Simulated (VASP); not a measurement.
The system is As.

```xyz
2
Lattice="1.8798 1.0853 3.4858 -1.8798 1.0853 3.4858 0.0000 -2.1705 3.4858" Properties=species:S:1:pos:R:3 pbc="T T T"
As    0.0000    0.0000    2.3795
As    0.0000    0.0000    8.0778
```

| Item | Value |
| --- | --- |
| Program | VASP 6.6.1 |
| Task | relaxation of cell and atoms |
| Functional | PBE |
| Potentials or basis | VASP PAW PBE potentials, release 64 (As) |
| Cutoff | 600 eV |
| k mesh | 15 × 15 × 15 |
| Occupations | gaussian, width 0.1 eV |
| Spin | no spin polarisation |

At the start: pressure 3.9 GPa; volume 21.33 Å³/atom.

Where does the relaxation end?

Over 11 steps the energy falls by 13.3 meV/atom and the volume is 22.72 Å³/atom (+6.5 %); space group R-3m (No. 166, to 0.05 Å).

Step by step:
```csv
step,energy change (eV),largest force (eV/Å),pressure (GPa),volume (Å³)
1,0.0000,0.2803,3.92,42.67
2,-0.0115,0.3738,-2.23,45.97
3,-0.0243,0.1155,0.14,44.53
4,-0.0252,0.0587,0.08,44.69
5,-0.0255,0.0022,0.03,44.86
6,-0.0259,0.0000,0.04,44.94
7,-0.0265,0.0080,0.07,45.17
8,-0.0263,0.0267,0.19,45.62
9,-0.0266,0.0167,0.12,45.36
10,-0.0264,0.0480,-0.35,45.68
11,-0.0267,0.0013,0.01,45.44
```

Final structure:
```
As
1.0
     1.90687    1.10093    3.60716
    -1.90687    1.10093    3.60716
     0.00000   -2.20186    3.60716
As
2
Direct
  0.22642 0.22642 0.22642
  0.77358 0.77358 0.77358
```
